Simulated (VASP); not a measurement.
Data:

```xyz
4
Lattice="2.3721 -5.7114 0.0000 2.3721 5.7114 0.0000 0.0000 0.0000 4.3430" Properties=species:S:1:pos:R:3 pbc="T T T"
Ca     2.3721     4.1838     1.0858
Ca     2.3721    -4.1838     3.2573
Sn     2.3721     0.9720     1.0858
Sn     2.3721    -0.9720     3.2573
```

Level of theory: PBEsol GGA, VASP's PBE PAW potentials (set 64) (plane waves; VASP). Numerical set-up: 400 eV cut-off, 8×8×8 Γ-centred mesh, tetrahedra with Blöchl corrections, potentials Ca_sv Sn_d.

The cores are frozen, which limits the accuracy of field gradients.

**Question.** Give the principal components of the electric field gradient (V/Å²) and the asymmetry η at each nucleus.

**Answer.** 
```json
[
 {"atom": "Ca1", "Vxx": "4.8", "Vyy": "1.8", "Vzz": "-6.6", "η": "0.46"},
 {"atom": "Ca2", "Vxx": "4.8", "Vyy": "1.8", "Vzz": "-6.6", "η": "0.46"},
 {"atom": "Sn3", "Vxx": "109.8", "Vyy": "48.6", "Vzz": "-158.4", "η": "0.39"},
 {"atom": "Sn4", "Vxx": "109.8", "Vyy": "48.6", "Vzz": "-158.4", "η": "0.39"}
]
```

The structure comes from a computed database's CaSn entry (Cmcm); how it stands against other phases isn't given here. It was relaxed first.
